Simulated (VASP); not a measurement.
```yaml
crystal:
  lattice:
    - [-1.62500, 1.62500, 2.47500]
    - [1.62500, -1.62500, 2.47500]
    - [1.62500, 1.62500, -2.47500]
  atoms:
    - { symbol: In, position: [0.00000, 0.00000, 0.00000] }
```

All values below come from PBE GGA, VASP's PBE PAW potentials (set 64) (plane waves; VASP 6.6.1). Numerical set-up: 400 eV cut-off, 14×14×14 Γ-centred mesh, first-order Methfessel-Paxton smearing of 0.10 eV, potentials In_d.

### Question
Give the stress tensor in GPa (positive for a compressed cell).

### Answer

```
1.72  0.00  0.00
0.00  1.72  0.00
0.00  0.00  2.20
```
The pressure is its mean diagonal, 1.88 GPa.

The compound is In in the bct structure. The cell was not relaxed at this level.
